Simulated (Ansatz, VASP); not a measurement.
# SrMg in VASP and in Ansatz

```
Sr Mg
1.0
     3.97649    0.00000    0.00000
     0.00000    3.97649    0.00000
     0.00000    0.00000    3.97649
Sr Mg
1 1
Direct
  0.50000 0.50000 0.50000
  0.00000 0.00000 0.00000
```

Change from the starting cell: volume scaled by 1.06, PAW files.

Alike in both runs: task electric field gradients; functional LDA; k mesh 9 × 9 × 9; occupations fermi-dirac, width 0.05 eV; no spin polarisation.

|  | VASP | Ansatz |
| --- | --- | --- |
| version | VASP 6.6.1 | Ansatz 0.2.0 |
| potentials or method | VASP PAW LDA potentials, release 64 (Sr_sv, Mg) | PAW with Ansatz's default frozen-core files, scalar-relativistic |
| plane-wave cutoff (eV) | 520 | 420 |
| valence electrons in the cell | 12 | 20 |

|  | VASP | Ansatz | Ansatz less VASP |
| --- | --- | --- | --- |
| pressure (GPa) | 1.4 | 1.6 | +0.16 |
| Vzz of the field gradient on the site that differs most (V/Å²) | 0.0 | 0.0 | 0.00 |

The two sets of potentials don't hold the same shells in valence. Ansatz warned: «gradients_without_spin_orbit».
